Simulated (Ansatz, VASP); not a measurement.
## Si2B2W: VASP beside Ansatz

INCAR

```
PREC = Accurate ; ENCUT = 520
EDIFF = 1E-6 ; ISMEAR = 0
SIGMA = 0.1 ; LREAL = False
LASPH = True ; NELM = 60
ALGO = Normal ; ISIF = 2
LWAVE = False ; LCHARG = False
GGA = PE ; NBANDS = 22
```

The input KPOINTS:

```
Automatic mesh
0
Gamma
  6 6 4
```

Contents of POSCAR:

```
Si2B2W
1.0
    3.8367866300      0.0000000000      0.0000000000
   -1.9183933100      3.3227546900      0.0000000000
    0.0000000000      0.0000000000      4.7922590800
Si B W
2 2 1
Direct
    0.3333333300      0.6666666700      0.5000000000
    0.6666666700      0.3333333300      0.5000000000
    0.3333333300      0.6666666700      0.0000000000
    0.6666666700      0.3333333300      0.0000000000
    0.0000000000      0.0000000000      0.0000000000
```

Input for Ansatz:

```yaml
crystal:
  lattice:
    - [3.83678663, 0.0, 0.0]
    - [-1.91839331, 3.32275469, 0.0]
    - [0.0, 0.0, 4.79225908]
  atoms:
    - { symbol: Si, position: [0.33333333, 0.66666667, 0.5] }
    - { symbol: Si, position: [0.66666667, 0.33333333, 0.5] }
    - { symbol: B, position: [0.33333333, 0.66666667, 0.0] }
    - { symbol: B, position: [0.66666667, 0.33333333, 0.0] }
    - { symbol: W, position: [0.0, 0.0, 0.0] }
basis:
  ecutwfc: 420
kpoints:
  mp_grid: { grid: [6, 6, 4] }
hamiltonian:
  xc: pbe
scf:
  occupations: { method: gaussian, width: 0.1 }
  lower_state_search: "off"
output:
  forces: true
  stress: true
  eigenvalues: true
```

Alike in both runs: task single point; functional PBE; k mesh 6 × 6 × 4; occupations gaussian, width 0.1 eV; no spin polarisation.

|  | VASP | Ansatz |
| --- | --- | --- |
| version | VASP 6.6.1 | Ansatz 0.2.0 |
| potentials or method | VASP PAW PBE potentials, release 64 (Si, B, W_sv) | scalar-relativistic, plane waves, PAW |
| plane-wave cutoff (eV) | 520 | 420 |
| valence electrons in the cell | 28 | 28 |

```csv
,VASP,Ansatz,Ansatz less VASP
gap on the k mesh at the Fermi level (eV),none,none,-
pressure (GPa),13.1,13.1,-0.05
largest component of the traceless stress (GPa),12.05,12.05,-0.008
```

A gap of «none» marks a metal or a gap that the smearing closes.

Spin-orbit coupling is left out, which matters for the levels of W.
